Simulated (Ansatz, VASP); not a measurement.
# One calculation of Al3Pd, two programs

Contents of INCAR:

```
SYSTEM = Al3Pd
PREC     = Accurate       ! precision mode
ENCUT    = 520            ! plane-wave cutoff, eV
EDIFF    = 1E-7           ! SCF threshold, eV
ISMEAR   = -1             ! smearing method
SIGMA    = 0.05           ! smearing width, eV
LREAL    = .False.        ! projectors in reciprocal space
LASPH    = .True.         ! aspherical terms in the spheres
NELM     = 100            ! most SCF steps
ALGO     = Normal         ! electronic algorithm
ISIF     = 2              ! what is computed and relaxed
LWAVE    = .False.        ! write WAVECAR
LCHARG   = .True.         ! write CHGCAR
GGA      = CA             ! functional
LELF     = .True.         ! ELF
LVHAR    = .True.       
NBANDS   = 18             ! bands
```

Contents of KPOINTS:

```
regular mesh
0
Gamma
  7 7 7
  0 0 0
```

File POSCAR:

```
Al3Pd
1.0
    3.9469100000      0.0000000000      0.0000000000
    0.0000000000      3.9469100000      0.0000000000
    0.0000000000      0.0000000000      3.9469100000
Pd Al
1 3
Direct
    0.0000000000      0.0000000000      0.0000000000
    0.5000000000      0.5000000000      0.0000000000
    0.5000000000      0.0000000000      0.5000000000
    0.0000000000      0.5000000000      0.5000000000
```

File input.yaml:

```yaml
crystal:
  lattice:
    - [3.94691, 0.0, 0.0]
    - [0.0, 3.94691, 0.0]
    - [0.0, 0.0, 3.94691]
  atoms:
    - { symbol: Pd, position: [0.0, 0.0, 0.0] }
    - { symbol: Al, position: [0.5, 0.5, 0.0] }
    - { symbol: Al, position: [0.5, 0.0, 0.5] }
    - { symbol: Al, position: [0.0, 0.5, 0.5] }
kpoints:
  mp_grid: { grid: [7, 7, 7] }
  band_path:
    path:
      - [0.0, 0.0, 0.0]
      - [0.0, 0.5, 0.0]
      - [0.5, 0.5, 0.0]
      - [0.0, 0.0, 0.0]
      - [0.5, 0.5, 0.5]
      - [0.0, 0.5, 0.0]
    npoints: 10
scf:
  occupations: { method: fermi_dirac, width: 0.05 }
hamiltonian:
  xc: lda
  pseudopotentials: { kind: all_electron, lapw: { basis_error: 0.002 } }
output:
  forces: true
  stress: true
  eigenvalues: true
```

Alike in both runs: functional LDA; k mesh 7 × 7 × 7; occupations fermi-dirac, width 0.05 eV; no spin polarisation.

|  | VASP | Ansatz |
| --- | --- | --- |
| version | VASP 6.6.1 | Ansatz 0.2.0 |
| potentials or method | VASP PAW LDA potentials, release 64 (Pd, Al) | all-electron LAPW, scalar-relativistic |
| plane-wave cutoff (eV) | 520 | see its input |
| task | single point | band structure |

Ansatz gave:

* gap on the k mesh at the Fermi level (eV): none
* pressure (GPa): -4.8

Problem. Estimate VASP's values.

Solution. gap on the k mesh at the Fermi level (eV): none; pressure (GPa): -4.6.

A gap of «none» marks a metal or a gap that the smearing closes. Ansatz ran all-electron here, so the differences hold the error of VASP's frozen core and of both bases.
